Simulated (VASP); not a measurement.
Input for VASP

File POSCAR:
```
HfC
1
    0.0000000000     2.3200000000     2.3200000000
    2.3200000000     0.0000000000     2.3200000000
    2.3200000000     2.3200000000     0.0000000000
Hf C
1 1
Direct
  0.0000000000   0.0000000000   0.0000000000
  0.5000000000   0.5000000000   0.5000000000
```

### KPOINTS
```
Regular mesh
0
gamma
12 12 12
```

### INCAR
```
! general
SYSTEM =HfC
PREC   =Accurate
ENCUT  =530
LREAL  =F
LASPH  =T

! electronic loop
EDIFF  =1E-6
NELM   =100
ALGO   =Normal
LMAXMIX=6

! smearing
ISMEAR =1
SIGMA  =0.1

! functional
GGA    =PS

! ions
IBRION =2
NSW    =60
ISIF   =3
EDIFFG =-0.01

! output
LWAVE  =F
LCHARG =F
```

POTCAR, in this order: Hf_pv C (PBE.64 set). Program: vasp_std.

Question: Write an equivalent input for Ansatz.

Answer: One equivalent input (not run):
Ansatz 0.2 input:
```yaml
crystal:
  lattice:
    - [0.0000000, 2.3200000, 2.3200000]
    - [2.3200000, 0.0000000, 2.3200000]
    - [2.3200000, 2.3200000, 0.0000000]
  atoms:
    - { symbol: Hf, position: [0.0000000, 0.0000000, 0.0000000] }
    - { symbol: C, position: [0.5000000, 0.5000000, 0.5000000] }
kpoints:
  mp_grid: { grid: [12, 12, 12] }
hamiltonian:
  xc: pbesol
  pseudopotentials: { kind: paw }
scf:
  occupations: { method: methfessel_paxton, width: 0.1 }
  max_iter: 100
relax:
  max_steps: 60
  f_tol: 0.01
  cell: {}
output: { forces: true, stress: true, eigenvalues: true }
```
The two are equivalent in intent, not identical: each code has its own PAW files, so the cut-off isn't converted (ENCUT is set for VASP's; basis.ecutwfc is left out, and Ansatz then takes the one that its files recommend); Ansatz stops its SCF on the density residual and VASP on the energy change (EDIFF).

The compound is HfC in the rock salt structure. This run relaxes it. Symmetry was kept, so distortions that lower it aren't found.
